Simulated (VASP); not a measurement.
Given:

```
Al
1.0
    0.00000     2.00578     1.97569
    1.97569     0.00000     1.97569
    1.97569     2.00578     0.00000
Al
1
Direct
  0.00000   0.00000   0.00000
```

The numbers are results of PBEsol GGA, VASP's PBE PAW potentials (set 64) (plane waves; VASP 6.6.1), not measurements. Run with 480 eV cut-off, 14×14×14 Γ-centred mesh, first-order Methfessel-Paxton smearing of 0.10 eV, potentials Al.

Task: Give the stress tensor in GPa (positive for a compressed cell).

Result: 
```
3.10  0.00  0.00
0.00  1.89  0.00
0.00  0.00  3.10
```
The pressure is its mean diagonal, 2.70 GPa.

The compound is Al in the fcc structure. This cell was strained or had an atom moved on purpose.
